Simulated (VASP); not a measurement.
# LiNd: structure and properties in VASP, part 4 of 5

Wanted: the relaxed cell of LiNd and its properties. The cell is invented: it takes the structure of COD entry 1523864, NdTl (space group 221 there), with some of its atoms replaced by other elements, volume scaled by an estimate. It may not be a known or stable phase. Left out of this account: at least 7 further runs (self-consistent run: a volume scan without its fit; self-consistent run: a spoilt try).

VASP 6.6.1, plane waves and PAW; the level of theory is named at each step.

Still holding for the runs below: The cell holds one magnetic atom, so no antiferromagnetic order fits into it. The k-mesh is coarse for a metal. Without U or exact exchange f electrons of an open shell on Nd come out too delocalised, which can shrink the cell and pin f bands at the Fermi level.

So far, moment of the cell, from the last line of the log (μB): step 2 (relaxing cell and atoms (SCAN + D3(BJ))) 4.39; step 3 (second relaxation) 4.39. The relaxed cell has a = 3.843 Å (conventional setting).

The structure was built from a prototype and need not be the compound's stable phase.

## (5) Bands along the symmetry lines (SCAN + D3(BJ))

This step: SCAN with D3(BJ), spin-polarised from a ferromagnetic start; plane waves and PAW (Nd, Li_sv); invented cell (VASP 6.6.1).

Levels along the symmetry lines show where the bands peak and cross; KPOINTS_OPT computes them in the converged potential.

File INCAR:

```
SYSTEM = LiNd
PREC = Accurate
ENCUT = 650
EDIFF = 1E-06
NELM = 100
ISMEAR = 0
SIGMA = 0.05
LREAL = .FALSE.
ALGO = Normal
METAGGA = SCAN
IVDW = 12
LASPH = .TRUE.
NBANDS = 21
ISPIN = 2
MAGMOM = 3.168 0.003
LMAXMIX = 6
LORBIT = 11
LWAVE = .FALSE.
LCHARG = .FALSE.
```

File POSCAR:

```
LiNd
1.0
    3.8428539867      0.0000000000      0.0000000000
    0.0000000000      3.8428539867      0.0000000000
    0.0000000000      0.0000000000      3.8428539867
Nd Li
1 1
Direct
    0.0000000000      0.0000000000      0.0000000000
    0.5000000000      0.5000000000      0.5000000000
```

File KPOINTS:

```
Automatic mesh
0
Gamma
6 6 6
0 0 0
```

File KPOINTS_OPT:

```
Line mode
16
Line-mode
Reciprocal
  0.00000000   0.00000000   0.00000000 GAMMA
  0.00000000   0.50000000   0.00000000 X

  0.00000000   0.50000000   0.00000000 X
  0.50000000   0.50000000   0.00000000 M

  0.50000000   0.50000000   0.00000000 M
  0.00000000   0.00000000   0.00000000 GAMMA

  0.00000000   0.00000000   0.00000000 GAMMA
  0.50000000   0.50000000   0.50000000 R

  0.50000000   0.50000000   0.50000000 R
  0.00000000   0.50000000   0.00000000 X

  0.50000000   0.50000000   0.00000000 M
  0.50000000   0.50000000   0.50000000 R
```

PAW data sets: Nd and Li_sv (PBE family, release 64).

Command:

```sh
$ mpirun -np 1 vasp_std
```

The program printed:

```text
[... set-up lines as in an earlier step ...]
 entering main loop
       N       E                     dE             d eps       ncg     rms          rms(c)
DAV:   1     0.949231534214E+02    0.94923E+02   -0.75313E+03  2129   0.198E+03
DAV:   2    -0.334255266597E+02   -0.12835E+03   -0.11627E+03  2735   0.308E+02
DAV:   3    -0.536234503214E+02   -0.20198E+02   -0.19515E+02  2775   0.129E+02
DAV:   4    -0.558626601878E+02   -0.22392E+01   -0.22094E+01  3033   0.241E+01
DAV:   5    -0.560656862715E+02   -0.20303E+00   -0.20232E+00  2330   0.656E+00    0.504E+01
DAV:   6    -0.928898242609E+02   -0.36824E+02   -0.14838E+02  2212   0.133E+02    0.156E+02
DAV:   7    -0.758856246186E+02    0.17004E+02   -0.10967E+01  2807   0.437E+01    0.825E+01
DAV:   8    -0.615480693899E+02    0.14338E+02   -0.93664E+00  2266   0.428E+01    0.984E+01
DAV:   9    -0.521280071801E+02    0.94201E+01   -0.77799E+00  2670   0.278E+01    0.452E+01
DAV:  10    -0.479682364569E+02    0.41598E+01   -0.54678E+01  2689   0.516E+01    0.694E+01
DAV:  11    -0.474188906567E+02    0.54935E+00   -0.19145E+00  2858   0.104E+01    0.609E+01
DAV:  12    -0.461691672089E+02    0.12497E+01   -0.13296E+00  2657   0.135E+01    0.402E+01
DAV:  13    -0.472046719752E+02   -0.10355E+01   -0.41547E-01  2705   0.103E+01    0.290E+01
DAV:  14    -0.486028455181E+02   -0.13982E+01   -0.81881E-01  2541   0.788E+00    0.278E+01
DAV:  15    -0.484572888612E+02    0.14556E+00   -0.95280E-02  2768   0.217E+00    0.295E+01
DAV:  16    -0.484946078717E+02   -0.37319E-01   -0.24906E-02  2495   0.106E+00    0.296E+01
DAV:  17    -0.486449147852E+02   -0.15031E+00   -0.46186E-02  2457   0.193E+00    0.296E+01
DAV:  18    -0.488397109392E+02   -0.19480E+00   -0.66852E-02  2588   0.305E+00    0.268E+01
DAV:  19    -0.495127265815E+02   -0.67302E+00   -0.36894E-01  2542   0.135E+01    0.191E+01
DAV:  20    -0.495822069312E+02   -0.69480E-01   -0.38370E-01  2622   0.106E+01    0.177E+01
DAV:  21    -0.495630291265E+02    0.19178E-01   -0.99662E-02  2264   0.261E+00    0.139E+01
DAV:  22    -0.495182622990E+02    0.44767E-01   -0.36738E-02  2492   0.206E+00    0.130E+01
DAV:  23    -0.495076360221E+02    0.10626E-01   -0.23750E-02  2643   0.164E+00    0.111E+01
DAV:  24    -0.495031811176E+02    0.44549E-02   -0.12565E-02  2446   0.930E-01    0.969E+00
DAV:  25    -0.495173635658E+02   -0.14182E-01   -0.47800E-03  2511   0.905E-01    0.928E+00
DAV:  26    -0.495480611744E+02   -0.30698E-01   -0.16140E-02  2199   0.114E+00    0.612E+00
DAV:  27    -0.495579699305E+02   -0.99088E-02   -0.15363E-02  2569   0.156E+00    0.452E+00
DAV:  28    -0.495617538465E+02   -0.37839E-02   -0.48382E-03  2226   0.508E-01    0.380E+00
DAV:  29    -0.495685578165E+02   -0.68040E-02   -0.51218E-03  2539   0.557E-01    0.122E+00
DAV:  30    -0.495702908948E+02   -0.17331E-02   -0.33107E-03  2348   0.438E-01    0.681E-01
DAV:  31    -0.495711174632E+02   -0.82657E-03   -0.16453E-03  2721   0.331E-01    0.549E-01
DAV:  32    -0.495710130034E+02    0.10446E-03   -0.58662E-04  2208   0.190E-01    0.289E-01
DAV:  33    -0.495710331817E+02   -0.20178E-04   -0.31335E-04  2328   0.116E-01    0.237E-01
DAV:  34    -0.495710400487E+02   -0.68670E-05   -0.34773E-04  2329   0.144E-01    0.911E-02
DAV:  35    -0.495710663628E+02   -0.26314E-04   -0.15785E-04  2104   0.104E-01    0.119E-01
DAV:  36    -0.495710803029E+02   -0.13940E-04   -0.90673E-05  2167   0.578E-02    0.418E-02
DAV:  37    -0.495710508531E+02    0.29450E-04   -0.31892E-05  2324   0.394E-02    0.386E-02
DAV:  38    -0.495710350788E+02    0.15774E-04   -0.61102E-05  2232   0.468E-02    0.371E-02
DAV:  39    -0.495710309892E+02    0.40896E-05   -0.14595E-05  2255   0.283E-02    0.156E-02
DAV:  40    -0.495710243419E+02    0.66473E-05   -0.98795E-06  2303   0.251E-02    0.200E-02
DAV:  41    -0.495710227776E+02    0.15643E-05   -0.12818E-06  1726   0.102E-02    0.523E-03
DAV:  42    -0.495710218940E+02    0.88360E-06   -0.29061E-07  1269   0.690E-03
   1 F= -.49709411E+02 E0= -.49706190E+02  d E =-.644194E-02  mag=     4.3895
 Start KPOINTS_OPT (optional k-point list driver)
k-point batch [1-20\96]
       N       E                     dE             ncg
DAV:   1    -0.171501036538E+04   -0.67845E+04     2051
DAV:   2    -0.442513045929E+04   -0.27101E+04     2690
DAV:   3    -0.484440841818E+04   -0.41928E+03     2749
DAV:   4    -0.488778644517E+04   -0.43378E+02     2886
DAV:   5    -0.489016907712E+04   -0.23826E+01     2291
DAV:   6    -0.489060148338E+04   -0.43241E+00     2884
DAV:   7    -0.489061732677E+04   -0.15843E-01     2340
DAV:   8    -0.489061995602E+04   -0.26292E-02     2850
DAV:   9    -0.489062011044E+04   -0.15442E-03     2057
DAV:  10    -0.489062014881E+04   -0.38373E-04     2301
DAV:  11    -0.489062015141E+04   -0.25917E-05     1644
DAV:  12    -0.489062015153E+04   -0.12382E-06     1250
[...]
k-point batch [81-96\96]
       N       E                     dE             ncg
DAV:   1     0.224256284731E+03   -0.12650E+05     1669
DAV:   2    -0.175843216727E+04   -0.19827E+04     2152
DAV:   3    -0.205878815291E+04   -0.30036E+03     2190
DAV:   4    -0.208774782457E+04   -0.28960E+02     2516
DAV:   5    -0.208949824375E+04   -0.17504E+01     1787
DAV:   6    -0.208984848664E+04   -0.35024E+00     2450
DAV:   7    -0.208985938950E+04   -0.10903E-01     1809
DAV:   8    -0.208986091673E+04   -0.15272E-02     2316
DAV:   9    -0.208986099682E+04   -0.80090E-04     1595
DAV:  10    -0.208986101372E+04   -0.16900E-04     1798
DAV:  11    -0.208986101495E+04   -0.12312E-05     1286
DAV:  12    -0.208986101505E+04   -0.10165E-06     1118
```

It took 5.6 min on 1 MPI rank of Intel Xeon 6975P-C (Granite Rapids), shared host; peak memory 0.26 GiB.

OUTCAR, selected parts (step 5):

```text
   k-points           NKPTS =     20   k-points in BZ     NKDIM =     20   number of bands    NBANDS=     21

   NELECT =      17.0000    total number of electrons

 E-fermi :   3.0843

 spin component 1
 k-point     1 :       0.0000    0.0000    0.0000
  band No.  band energies     occupation
    ...
      7       0.5633      1.00000
      8       0.5786      1.00000
      9       0.5786      1.00000
     10       2.2230      1.00000
     11       2.2354      1.00000
     12       3.2169      0.00009
     13       3.2545      0.00000
     14       3.2545      0.00000
     15       4.4869      0.00000
     16       7.0060      0.00000
    ...

 k-point     2 :       0.1667    0.0000    0.0000
  band No.  band energies     occupation
    ...
      7       0.5626      1.00000
      8       0.5737      1.00000
      9       0.5890      1.00000
     10       2.3547      1.00000
     11       2.4515      1.00000
     12       3.2124      0.00015
     13       3.2329      0.00001
     14       3.2703      0.00000
     15       4.4751      0.00000
     16       5.9690      0.00000
    ...

 Edisp (eV)   -0.13839

  Total      -0.01271    -0.01271    -0.01271     0.00000    -0.00000     0.00000
  in kB      -0.35891    -0.35891    -0.35891     0.00000    -0.00000     0.00000
  external pressure =       -0.36 kB  Pullay stress =        0.00 kB

 POSITION                                       TOTAL-FORCE (eV/Angst)
 -----------------------------------------------------------------------------------
      0.00000      0.00000      0.00000         0.000000      0.000000      0.000000
      1.92143      1.92143      1.92143         0.000000      0.000000      0.000000
 -----------------------------------------------------------------------------------
    total drift:                                0.000000      0.000000     -0.000000

  FREE ENERGIE OF THE ION-ELECTRON SYSTEM (eV)
  ---------------------------------------------------
  free  energy   TOTEN  =       -49.7094114495 eV

  energy  without entropy=      -49.7029695139  energy(sigma->0) =      -49.70619048

 magnetization (x)
# of ion       s       p       d       f       tot
--------------------------------------------------
    1        0.005  -0.273   0.342   3.095   3.168
    2       -0.001   0.003   0.000   0.000   0.003
--------------------------------------------------
tot          0.004  -0.270   0.342   3.095   3.171

[... 7 parts as in an earlier step ...]

[... 14 further parts left out ...]
```

Spin-orbit coupling is off here; it can split and shift levels that hold much weight on Nd by tenths of an eV or more.

This step gave:

```yaml
scf_cycles: 42
bands: 21
fermi_energy: 3.084 eV
pressure: -0.03589 GPa
moment_of_the_cell_from_the_last_line_of_the_log: 4.389 μB
```

Spin up. The electronic bands at the labelled points (eV, zero at the Fermi level; # counts the bands kept in this run, so #1 is VASP's band 6):

```
          point     #3     #4     #5     #6     #7    #8    #9   #10
              Γ  -2.51  -2.51  -0.86  -0.85   0.13  0.17  0.17  1.40
0.47 of the way  -2.50  -2.49  -0.62  -0.48   0.08  0.16  0.20  1.38
              X  -2.48  -2.46  -0.54  -0.30   0.08  0.24  0.28  1.36
0.53 of the way  -2.45  -1.66  -1.22   0.03   0.08  0.27  0.63  1.15
              M  -2.42  -1.72  -0.66   0.09   0.09  0.30  1.05  1.05
0.47 of the way  -2.51  -2.47  -0.51  -0.04   0.00  0.21  0.33  1.19
              Γ  -2.51  -2.51  -0.86  -0.85   0.13  0.17  0.17  1.40
0.53 of the way  -2.46  -1.95  -0.05  -0.04  -0.01  0.08  0.09  1.17
              R  -2.42  -1.35  -1.34  -1.34   0.08  0.11  0.11  1.03
0.53 of the way  -2.45  -1.15  -1.09  -0.11   0.04  0.09  0.15  1.19
              X  -2.48  -2.46  -0.54  -0.30   0.08  0.24  0.28  1.36
      jump to M  -2.42  -1.72  -0.66   0.09   0.09  0.30  1.05  1.05
0.53 of the way  -2.43  -1.53  -0.61  -0.61   0.03  0.10  0.10  1.14
              R  -2.42  -1.35  -1.34  -1.34   0.08  0.11  0.11  1.03
```

Of the projections kept (Nd, Li), the largest for each band there, as a share of the weight inside these atoms' spheres; weight between the spheres isn't counted:

```
point       #3       #4       #5       #6       #7       #8       #9      #10
    Γ  Nd 1.00  Nd 1.00  Nd 1.00  Nd 1.00  Nd 1.00  Nd 1.00  Nd 1.00  Nd 1.00
    X  Nd 1.00  Nd 1.00  Nd 0.76  Nd 1.00  Nd 1.00  Nd 1.00  Nd 1.00  Nd 1.00
    M  Nd 1.00  Nd 0.88  Nd 1.00  Nd 1.00  Nd 1.00  Nd 1.00  Nd 0.87  Nd 0.87
    Γ  Nd 1.00  Nd 1.00  Nd 1.00  Nd 1.00  Nd 1.00  Nd 1.00  Nd 1.00  Nd 1.00
    R  Nd 1.00  Nd 0.96  Nd 0.96  Nd 0.96  Nd 1.00  Nd 1.00  Nd 1.00  Nd 0.99
    X  Nd 1.00  Nd 1.00  Nd 0.76  Nd 1.00  Nd 1.00  Nd 1.00  Nd 1.00  Nd 1.00
```

Spin down. Electronic bands along the path, in eV, zero at the Fermi level; # counts the bands kept in this run, so #1 is VASP's band 6:

```
          point     #1     #2     #3    #4    #5
              Γ  -3.50   0.91   0.91  1.80  1.80
0.47 of the way  -2.82   0.87   1.23  1.74  1.79
              X  -1.52  -0.14   1.77  1.80  1.82
0.53 of the way  -0.65  -0.45   1.55  1.69  1.82
              M  -1.08   1.29   1.29  1.41  1.65
0.47 of the way  -1.82   0.63   1.28  1.73  1.77
              Γ  -3.50   0.91   0.91  1.80  1.80
0.53 of the way  -1.26   0.71   0.71  1.59  1.77
              R  -0.70  -0.70  -0.70  1.45  1.85
0.53 of the way  -0.59  -0.16   0.54  1.66  1.82
              X  -1.52  -0.14   1.77  1.80  1.82
      jump to M  -1.08   1.29   1.29  1.41  1.65
0.53 of the way  -0.88  -0.03  -0.03  1.56  1.84
              R  -0.70  -0.70  -0.70  1.45  1.85
```

Of the projections kept (Nd, Li), the largest for each band there, as a share of the weight inside these atoms' spheres; weight between the spheres isn't counted:

```
point       #1       #2       #3       #4       #5
    Γ  Nd 0.64  Nd 1.00  Nd 1.00  Nd 1.00  Nd 1.00
    X  Nd 0.91  Nd 0.66  Nd 1.00  Nd 1.00  Nd 1.00
    M  Nd 0.84  Nd 0.92  Nd 0.92  Nd 1.00  Nd 1.00
    Γ  Nd 0.64  Nd 1.00  Nd 1.00  Nd 1.00  Nd 1.00
    R  Nd 0.94  Nd 0.94  Nd 0.94  Nd 0.99  Nd 1.00
    X  Nd 0.91  Nd 0.66  Nd 1.00  Nd 1.00  Nd 1.00
```

There is no gap at this level.

(Continued in part 5 of 5.)

[Lines on the potential files, build, host, timing and source positions are cut from VASP's logs without a mark.]

[Logs are printed without paths, hosts, clocks, repeated set-up lines and the standing remarks that a program may print on its own settings, such as how far it seeks lower states.]

[Hosts, paths, dates, database ids (printed as entryN), source tags and the programs' standing remarks are cut or masked in the printed files.]

[A measured line is paired with the nearest computed mode of its activity, which favours agreement.]

[In band tables of VASP the shares of atoms and orbitals are scaled to a sum of 1 inside the atoms' spheres.]
